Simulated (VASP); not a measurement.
Sb (space group I4/mcm): computed properties

All values below come from r2SCAN meta-GGA, VASP's PBE PAW potentials (set 64) (plane waves; VASP).

For Sb, the space group is I4/mcm (140) and the cell is a = 8.083 Å, b = 8.083 Å, c = 4.075 Å, α = 90.00°, β = 90.00°, γ = 90.00°. The volume per atom comes out as 33.28 Å³/atom and the band gap (over mesh and band path) is none (metal, semimetal or under 0.01 eV). The density is 6.08 g/cm³.

```yaml
crystal:
  lattice:
    - [-4.04137, 4.04137, 2.03742]
    - [4.04137, -4.04137, 2.03742]
    - [4.04137, 4.04137, -2.03742]
  atoms:
    - { symbol: Sb, position: [0.34829, 0.15171, 0.50000] }
    - { symbol: Sb, position: [0.65171, 0.84829, 0.50000] }
    - { symbol: Sb, position: [0.15171, 0.65171, 0.80342] }
    - { symbol: Sb, position: [0.84829, 0.34829, 0.19658] }
```

Unless said otherwise, spin-orbit coupling is left out, though it shifts the bands of the heavy elements here.

The structure comes from a computed database's Sb entry (I4/mcm); how it stands against other phases isn't given here. It was relaxed first. Symmetry was kept, so distortions that lower it aren't found.
